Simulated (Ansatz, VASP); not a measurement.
# GaPt3: VASP beside Ansatz

The input INCAR:

```
PREC = Accurate
ENCUT = 520
EDIFF = 1E-8
ISMEAR = -1
SIGMA = 0.03
LREAL = F
LASPH = T
NELM = 100
ALGO = Normal
ISIF = 2
LWAVE = F
LCHARG = F
GGA = CA
LEFG = T
NBANDS = 30
```

File KPOINTS:

```
Automatic mesh
0
Gamma
  9 9 9
```

File POSCAR:

```
GaPt3
1.0
    3.9098775800      0.0000000000      0.0000000000
    0.0000000000      3.9098775800      0.0000000000
    0.0000000000      0.0000000000      3.9098775800
Ga Pt
1 3
Direct
    0.0000000000      0.0000000000      0.0000000000
    0.0000000000      0.5000000000      0.5000000000
    0.5000000000      0.5000000000      0.0000000000
    0.5000000000      0.0000000000      0.5000000000
```

Input for Ansatz:

```yaml
crystal:
  lattice:
    - [3.90987758, 0.0, 0.0]
    - [0.0, 3.90987758, 0.0]
    - [0.0, 0.0, 3.90987758]
  atoms:
    - { symbol: Ga, position: [0.0, 0.0, 0.0] }
    - { symbol: Pt, position: [0.0, 0.5, 0.5] }
    - { symbol: Pt, position: [0.5, 0.5, 0.0] }
    - { symbol: Pt, position: [0.5, 0.0, 0.5] }
kpoints:
  mp_grid: { grid: [9, 9, 9] }
  band_path:
    path:
      - [0.0, 0.0, 0.0]
      - [0.0, 0.5, 0.0]
      - [0.5, 0.5, 0.0]
      - [0.0, 0.0, 0.0]
      - [0.5, 0.5, 0.5]
      - [0.0, 0.5, 0.0]
      - [0.5, 0.5, 0.5]
      - [0.5, 0.5, 0.0]
    npoints: 14
scf:
  occupations: { method: fermi_dirac, width: 0.03 }
hamiltonian:
  xc: lda
  pseudopotentials: { kind: paw }
output:
  forces: true
  stress: true
  eigenvalues: true
  efg: { contact_densities: true }
  populations: true
  bader: true
  dos: { projected: true, de: 0.2, e_range: [-14, 8] }
  write_density: true
  write_potential: true
  elf: true
  volumetric_format: npy
```

Alike in both runs: task electric field gradients; functional LDA; k mesh 9 × 9 × 9; occupations fermi-dirac, width 0.03 eV; no spin polarisation.

|  | VASP | Ansatz |
| --- | --- | --- |
| version | VASP 6.6.1 | Ansatz 0.2.0 |
| potentials or method | VASP PAW LDA potentials, release 64 (Ga_d, Pt) | PAW with Ansatz's default frozen-core files, scalar-relativistic |
| plane-wave cutoff (eV) | 520 | 420 |
| valence electrons in the cell | 43 | 67 |

|  | VASP | Ansatz | Ansatz less VASP |
| --- | --- | --- | --- |
| pressure (GPa) | -7.9 | -8.6 | -0.72 |
| Vzz of the field gradient on the site that differs most (V/Å²) | -156.7 | -126.4 | +30.26 |

The two sets of potentials don't hold the same shells in valence. Ansatz warned: «gradients_without_spin_orbit».

Spin-orbit coupling is left out, which matters for the levels of Pt.
